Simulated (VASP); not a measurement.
Method: LDA (Ceperley-Alder, Perdew-Zunger), VASP's LDA PAW potentials (set 64) (plane waves; VASP).

A VASP calculation is set up with these files.

POSCAR:
```
Ca2GaCu2
5.7625080
 -0.3794983018   0.4735174337   0.7948346449
  0.3794983018  -0.4735174337   0.7948346449
  0.3794983018   0.4735174337  -0.7948346449
Ca Ga Cu
2 1 2
Direct
  0.3054900000   0.8054900000   0.5000000000
  0.6945100000   0.1945100000   0.5000000000
  0.0000000000   0.0000000000   0.0000000000
  0.7464700000   0.5000000000   0.2464700000
  0.2535300000   0.5000000000   0.7535300000
```

**INCAR**
```
ALGO = Normal
EDIFF = 1E-6
ENCUT = 300
ISIF = 2
ISMEAR = -1
LASPH = .True.
LCHARG = .False.
LMAXMIX = 4
LREAL = .False.
LWAVE = .False.
NELM = 100
PREC = Accurate
SIGMA = 0.1
SYSTEM = Ca2GaCu2
```

KPOINTS:
```
Automatic mesh
0
Gamma
5 5 5
0 0 0
```

POTCAR, in this order: Ca_sv Ga_d Cu (LDA.64 set). Program: vasp_std.

At this cut-off the stress carries a Pulay error, which pulls relaxed volumes low.

Question: What does the run give for the energy per atom (σ→0), pressure, largest force, band gap (on the k-mesh)?

Answer: 
```json
{
 "energy per atom (σ→0)": "-3.743 eV/atom",
 "band gap (on the k-mesh)": "none (metal, semimetal or under 0.01 eV)",
 "pressure": "-7.49 GPa",
 "largest_force": "0.074 eV/Å"
}
```

### OSZICAR
```
...
DAV:  10    -0.187555587807E+02   -0.10371E-02   -0.15293E-01  2939   0.246E+00    0.460E-01
DAV:  11    -0.187527688487E+02    0.27899E-02   -0.12295E-02  2816   0.109E+00    0.180E-01
DAV:  12    -0.187525125025E+02    0.25635E-03   -0.56493E-03  3082   0.907E-01    0.826E-02
DAV:  13    -0.187524417701E+02    0.70732E-04   -0.13329E-03  2788   0.394E-01    0.182E-02
DAV:  14    -0.187524421688E+02   -0.39866E-06   -0.90740E-05  3063   0.108E-01    0.116E-02
DAV:  15    -0.187524407304E+02    0.14384E-05   -0.13232E-05  2499   0.432E-02    0.164E-03
DAV:  16    -0.187524407518E+02   -0.21397E-07   -0.63622E-07  1246   0.705E-03
   1 F= -.18752441E+02 E0= -.18712720E+02  d E =-.794425E-01
```

The structure comes from a computed database's Ca2GaCu2 entry; how it stands against other phases isn't given here. The cell was not relaxed at this level. The k-mesh is coarse (spacing up to 0.37 per Å, 2π included), so the numbers may not be converged in it. The run is one of a series of settings (GGA removed, POTCAR Ca_sv Ga_d Cu (LDA.64 set) against the base run), some of them coarse on purpose. The electron count is odd and the run is not spin-polarised, which forces a metal.
